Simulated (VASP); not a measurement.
Output of a VASP run:

OUTCAR:
```
 ion  position               nearest neighbor table
   1  0.333  0.667  0.000-   4 2.33   4 2.33   4 2.33   3 2.34
   2  0.667  0.333  0.500-   3 2.33   3 2.33   3 2.33   4 2.34
   3  0.333  0.667  0.375-   2 2.33   2 2.33   2 2.33   1 2.34
   4  0.667  0.333  0.875-   1 2.33   1 2.33   1 2.33   2 2.34
  LATTYP: Found a hexagonal cell.
 ALAT       =     3.8058000000
 C/A-ratio  =     1.6390719428
 Subroutine PRICEL returns:
 Original cell was already a primitive cell.
 Subroutine GETGRP returns: Found 12 space group operations
The static configuration has the point symmetry C_3v.
 The point group associated with its full space group is C_6v.
The dynamic configuration has the point symmetry C_3v.
 Subroutine INISYM returns: Found 12 space group operations
 Subroutine IBZKPT returns following result:
 Found     30 irreducible k-points:

 Following reciprocal coordinates:
            Coordinates               Weight
  0.000000  0.000000  0.000000      1.000000
  0.125000  0.000000  0.000000      6.000000
  0.250000  0.000000  0.000000      6.000000
  0.375000  0.000000  0.000000      6.000000
  0.500000  0.000000  0.000000      3.000000
  0.125000  0.125000  0.000000      6.000000
  0.250000  0.125000  0.000000     12.000000
  0.375000  0.125000  0.000000     12.000000
  0.250000  0.250000  0.000000      6.000000
  0.375000  0.250000  0.000000      6.000000
  0.000000  0.000000  0.200000      2.000000
  0.125000  0.000000  0.200000     12.000000
  0.250000  0.000000  0.200000     12.000000
  0.375000  0.000000  0.200000     12.000000
  0.500000  0.000000  0.200000      6.000000
  0.125000  0.125000  0.200000     12.000000
  0.250000  0.125000  0.200000     24.000000
  0.375000  0.125000  0.200000     24.000000
  0.250000  0.250000  0.200000     12.000000
  0.375000  0.250000  0.200000     12.000000
  0.000000  0.000000  0.400000      2.000000
  0.125000  0.000000  0.400000     12.000000
  0.250000  0.000000  0.400000     12.000000
  0.375000  0.000000  0.400000     12.000000
  0.500000  0.000000  0.400000      6.000000
  0.125000  0.125000  0.400000     12.000000
  0.250000  0.125000  0.400000     24.000000
  0.375000  0.125000  0.400000     24.000000
  0.250000  0.250000  0.400000     12.000000
  0.375000  0.250000  0.400000     12.000000
   k-points           NKPTS =     30   k-points in BZ     NKDIM =     30   number of bands    NBANDS=     22
   number of dos      NEDOS =    301   number of ions     NIONS =      4
   total plane-waves  NPLWV =  20736
   dimension x,y,z NGX =    24 NGY =   24 NGZ =   36
   dimension x,y,z NGXF=    48 NGYF=   48 NGZF=   72
   ions per type =               2   2
   PREC   = accura    normal or accurate (medium, high low for compatibility)
   ISTART =      0    job   : 0-new  1-cont  2-samecut
   ICHARG =      2    charge: 1-file 2-atom 10-const
   ISPIN  =      1    spin polarized calculation?
   LNONCOLLINEAR =      F non collinear calculations
   LSORBIT =      F    spin-orbit coupling
   INIWAV =      1    electr: 0-lowe 1-rand  2-diag
   ENCUT  =  300.0 eV  22.05 Ry    4.70 a.u.   5.37  5.37  8.81*2*pi/ulx,y,z
   NELM   =    100;   NELMIN=  2; NELMDL= -5     # of ELM steps
   EDIFF  = 0.1E-05   stopping-criterion for ELM
   LREAL  =      F    real-space projection
   NLSPLINE    = F    spline interpolate recip. space projectors
   LMAXMIX     =    4 max onsite mixed and CHGCAR
   VOSKOWN=      0    Vosko Wilk Nusair interpolation
   EDIFFG = 0.1E-04   stopping-criterion for IOM
   NSW    =      0    number of steps for IOM
   NBLOCK =      1;   KBLOCK =      1    inner block; outer block
   IBRION =     -1    ionic relax: 0-MD 1-quasi-New 2-CG
   NFREE  =      0    steps in history (QN), initial steepest desc. (CG)
   ISIF   =      2    stress and relaxation
   ISYM   =      2    0-nonsym 1-usesym 2-fastsym
   TEIN   =    0.0    initial temperature
   TEBEG  =    0.0;   TEEND  =   0.0 temperature during run
   SMASS  =  -3.00    Nose mass-parameter (am)
...
```

**OSZICAR**
```
       N       E                     dE             d eps       ncg     rms          rms(c)
DAV:   1     0.181889395573E+03    0.18189E+03   -0.12796E+04  1320   0.133E+03
DAV:   2     0.271618666053E+00   -0.18162E+03   -0.17750E+03  1410   0.296E+02
DAV:   3    -0.142645528350E+02   -0.14536E+02   -0.14487E+02  1614   0.917E+01
DAV:   4    -0.145137216263E+02   -0.24917E+00   -0.24905E+00  1536   0.125E+01
DAV:   5    -0.145183698479E+02   -0.46482E-02   -0.46479E-02  1626   0.166E+00    0.103E+01
DAV:   6    -0.136545189568E+02    0.86385E+00   -0.19866E+00  2078   0.410E+01    0.790E+00
DAV:   7    -0.136860402224E+02   -0.31521E-01   -0.19937E+00  1416   0.780E+00    0.333E+00
DAV:   8    -0.136651692753E+02    0.20871E-01   -0.12257E-01  1746   0.449E+00    0.111E+00
DAV:   9    -0.136659987801E+02   -0.82950E-03   -0.21890E-02  1806   0.249E+00    0.292E-01
DAV:  10    -0.136661356820E+02   -0.13690E-03   -0.12920E-03  1476   0.402E-01    0.193E-01
DAV:  11    -0.136663654825E+02   -0.22980E-03   -0.30680E-04  1566   0.134E-01    0.753E-02
DAV:  12    -0.136663704097E+02   -0.49272E-05   -0.57931E-05  1858   0.140E-01    0.186E-02
DAV:  13    -0.136663730931E+02   -0.26834E-05   -0.86651E-06  1596   0.258E-02    0.977E-03
DAV:  14    -0.136663735929E+02   -0.49975E-06   -0.13797E-06  1174   0.165E-02
   1 F= -.13666374E+02 E0= -.13666374E+02  d E =-.449989E-10
```

OUTCAR:
```
------------------------ aborting loop because EDIFF is reached ----------------------------------------
  FORCE on cell =-STRESS in cart. coord.  units (eV):
  Direction    XX          YY          ZZ          XY          YZ          ZX
  --------------------------------------------------------------------------------------
  Total        1.0845159      1.0845156      1.1109527      0.0000000     -0.0000000      0.0000000
  in kB       22.2064965     22.2064900     22.7478145      0.0000000     -0.0000000      0.0000000
  external PRESSURE =      22.3869337 kB  Pullay stress =       0.0000000 kB
  volume of cell :       78.25
      direct lattice vectors                 reciprocal lattice vectors
     3.805800000  0.000000000  0.000000000     0.262756845  0.151702757  0.000000000
    -1.902900000  3.295919000  0.000000000     0.000000000  0.303405515  0.000000000
     0.000000000  0.000000000  6.237980000     0.000000000  0.000000000  0.160308305
  FREE ENERGIE OF THE ION-ELECTRON SYSTEM (eV)
  ---------------------------------------------------
  free  energy   TOTEN  =       -13.6663735929 eV

  energy  without entropy=      -13.6663735928  energy(sigma->0) =      -13.66637359
```
(Selected blocks of OUTCAR.)

### POSCAR
```
ZnS
1
    3.8058000000     0.0000000000     0.0000000000
   -1.9029000000     3.2959190000     0.0000000000
    0.0000000000     0.0000000000     6.2379800000
Zn S
2 2
Direct
  0.3333330000   0.6666670000   0.0001400000
  0.6666670000   0.3333330000   0.5001400000
  0.3333330000   0.6666670000   0.3748600000
  0.6666670000   0.3333330000   0.8748600000
```

Problem. Reconstruct the remaining input files.

Solution. This is not unique; one that fits is the input of the run itself, PBE GGA, plane waves, VASP's PBE PAW potentials (set 64).

**INCAR**
```
ALGO = Normal
EDIFF = 1E-6
ENCUT = 300
GGA = PE
ISIF = 2
ISMEAR = -1
LASPH = .TRUE.
LCHARG = .FALSE.
LMAXMIX = 4
LREAL = .FALSE.
LWAVE = .FALSE.
NELM = 100
PREC = Accurate
SIGMA = 0.05
SYSTEM = ZnS
```

File KPOINTS:
```
K-points
0
Gamma
  8 8 5
0 0 0
```

POTCAR, in this order: Zn S (PBE.64 set). Program: vasp_std.

At this cut-off the stress carries a Pulay error, which pulls relaxed volumes low.

The structure comes from a computed database's ZnS entry (P6_3mc); how it stands against other phases isn't given here. The cell was not relaxed at this level.
